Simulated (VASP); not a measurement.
Input:

```xyz
3
Lattice="1.8344 -3.1772 0.0000 1.8344 3.1772 0.0000 0.0000 0.0000 5.7930" Properties=species:S:1:pos:R:3 pbc="T T T"
Sn     0.0000     0.0000     0.0000
S      1.8344     1.0591     1.4761
S      1.8344    -1.0591     4.3169
```

Calculation: PBE GGA with D4 dispersion, VASP's PBE PAW potentials (set 64) (plane waves; VASP). Run with 520 eV cut-off, Gaussian smearing of 0.050 eV, potentials Sn_d S.

Unless said otherwise, spin-orbit coupling is left out, though it shifts the bands of the heavy elements here.

Give the energies of bands 8 to 16 at the high-symmetry points, in eV from the valence-band maximum.

| band | Γ | M | K | A | L | H |
|---|---|---|---|---|---|---|
| 8 | -5.81 | -6.91 | -7.24 | -4.63 | -7.09 | -7.15 |
| 9 | -0.75 | -4.37 | -3.58 | -2.06 | -4.91 | -4.18 |
| 10 | -0.75 | -2.88 | -3.58 | -0.86 | -2.45 | -4.18 |
| 11 | -0.52 | -2.65 | -3.23 | -0.86 | -1.85 | -3.68 |
| 12 | -0.52 | -1.20 | -1.59 | -0.35 | -0.85 | -0.39 |
| 13 | -0.01 | -0.38 | -1.59 | -0.35 | -0.81 | -0.39 |
| 14 | 1.72 | 1.62 | 1.79 | 2.96 | 1.37 | 2.92 |
| 15 | 3.50 | 4.34 | 6.86 | 3.57 | 4.57 | 5.21 |
| 16 | 5.30 | 5.79 | 6.87 | 4.99 | 5.42 | 5.21 |

The gap is indirect, 1.28 eV, from the valence maximum at K-Γ at 0.89 to the conduction minimum at L-M at 0.33.

Measured: gap 2.18 eV (computed value off by -0.90 eV), as given by Joseph M. Gonzalez et al., Physical Review B (2016), arXiv:1609.04381.

The compound is SnS2 in the 1T layered structure. It was relaxed first.
